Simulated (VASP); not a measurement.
Here is the system:

```yaml
crystal:
  lattice:
    - [3.91243, 0.00000, 0.00000]
    - [0.00000, 3.91243, 0.00000]
    - [0.00000, 0.00000, 5.45027]
  atoms:
    - { symbol: Sn, position: [0.50000, 0.00000, 0.78586] }
    - { symbol: Sn, position: [0.00000, 0.50000, 0.21414] }
    - { symbol: O, position: [0.50000, 0.50000, 0.00000] }
    - { symbol: O, position: [0.00000, 0.00000, 0.00000] }
```

Computed with RPBE GGA, VASP's PBE PAW potentials (set 64) (plane waves; VASP). Run with 520 eV cut-off, 6×6×5 Γ-centred mesh, tetrahedra with Blöchl corrections, potentials Sn_d O.

The cores are frozen, which limits the accuracy of field gradients. Without a dispersion term in the relaxation, distances and binding between the weakly bound layers, chains or molecules are unreliable, and so is what depends on them.

Q: Give the principal components of the electric field gradient (V/Å²) and the asymmetry η at each nucleus.

A: 
```
atom   Vxx   Vyy     Vzz     η
----  ----  ----  ------  ----
Sn1   78.7  78.7  -157.3  0.00
Sn2   78.7  78.7  -157.3  0.00
O3     1.1   1.1    -2.2  0.00
O4     1.1   1.1    -2.2  0.00
```

The compound is SnO in the litharge structure. It was relaxed first, which changed the volume by +19 %.
